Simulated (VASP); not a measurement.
A convergence study with VASP on ZrC (rock salt): one setting is varied, all else stays as given below, so the limit is that of these other settings. Each run relaxes cell and ions; the cell shown is the tightest run's result.

```xyz
2
Lattice="0.0000 2.3550 2.3550 2.3550 0.0000 2.3550 2.3550 2.3550 0.0000" Properties=species:S:1:pos:R:3 pbc="T T T"
Zr     0.0000     0.0000     0.0000
C      2.3550     2.3550     2.3550
```

The numbers are results of PBE GGA, VASP's PBE PAW potentials (set 64) (plane waves; VASP), not measurements. The tightest run used: 700 eV cut-off, 18×18×18 Γ-centred mesh, first-order Methfessel-Paxton smearing of 0.10 eV, potentials Zr_sv C.

The reference is 18×18×18 mesh, which took about 3 core-minutes. The timings are rough (shared machines, no repeats); factors under 2 mean little.

Problem. Of the settings 2×2×2 mesh; 3×3×3 mesh; 4×4×4 mesh; 5×5×5 mesh; 6×6×6 mesh; 7×7×7 mesh; 8×8×8 mesh; 9×9×9 mesh; 10×10×10 mesh; 11×11×11 mesh; 12×12×12 mesh; 13×13×13 mesh; 14×14×14 mesh; 15×15×15 mesh; 16×16×16 mesh; 17×17×17 mesh; 18×18×18 mesh, which is the lowest that keeps the difference from the reference in relaxed volume (Å³/atom) within 0.02 from there on, and what does it cost?

Solution. 5×5×5 mesh; its cost over the reference is about 1/9.
```json
[
 {"setting": "2×2×2 mesh", "difference in relaxed volume (Å³/atom)": "0.435", "cost over the reference": "about 1/10"},
 {"setting": "3×3×3 mesh", "difference in relaxed volume (Å³/atom)": "0.032", "cost over the reference": "about 1/10"},
 {"setting": "4×4×4 mesh", "difference in relaxed volume (Å³/atom)": "0.052", "cost over the reference": "about 1/10"},
 {"setting": "5×5×5 mesh", "difference in relaxed volume (Å³/atom)": "0.007", "cost over the reference": "about 1/9"},
 {"setting": "6×6×6 mesh", "difference in relaxed volume (Å³/atom)": "0.004", "cost over the reference": "about 1/10"},
 {"setting": "7×7×7 mesh", "difference in relaxed volume (Å³/atom)": "0.005", "cost over the reference": "about 1/10"},
 {"setting": "8×8×8 mesh", "difference in relaxed volume (Å³/atom)": "0.001", "cost over the reference": "about 1/7"},
 {"setting": "9×9×9 mesh", "difference in relaxed volume (Å³/atom)": "0.002", "cost over the reference": "about 1/5"},
 {"setting": "10×10×10 mesh", "difference in relaxed volume (Å³/atom)": "0.001", "cost over the reference": "about 1/5"},
 {"setting": "11×11×11 mesh", "difference in relaxed volume (Å³/atom)": "0.001", "cost over the reference": "about 1/4"},
 {"setting": "12×12×12 mesh", "difference in relaxed volume (Å³/atom)": "0.004", "cost over the reference": "about 1/3"},
 {"setting": "13×13×13 mesh", "difference in relaxed volume (Å³/atom)": "0.001", "cost over the reference": "about 1/2"},
 {"setting": "14×14×14 mesh", "difference in relaxed volume (Å³/atom)": "0.001", "cost over the reference": "about 1/3"},
 {"setting": "15×15×15 mesh", "difference in relaxed volume (Å³/atom)": "0.003", "cost over the reference": "within a factor of 2"},
 {"setting": "16×16×16 mesh", "difference in relaxed volume (Å³/atom)": "0.002", "cost over the reference": "within a factor of 2"},
 {"setting": "17×17×17 mesh", "difference in relaxed volume (Å³/atom)": "0.001", "cost over the reference": "within a factor of 2"},
 {"setting": "18×18×18 mesh", "difference in relaxed volume (Å³/atom)": "0.000", "cost over the reference": "reference"}
]
```

Left out are rungs that failed or repeat a setting and relaxations that didn't move; long series are thinned to 24 rows.

The compound is ZrC in the rock salt structure.
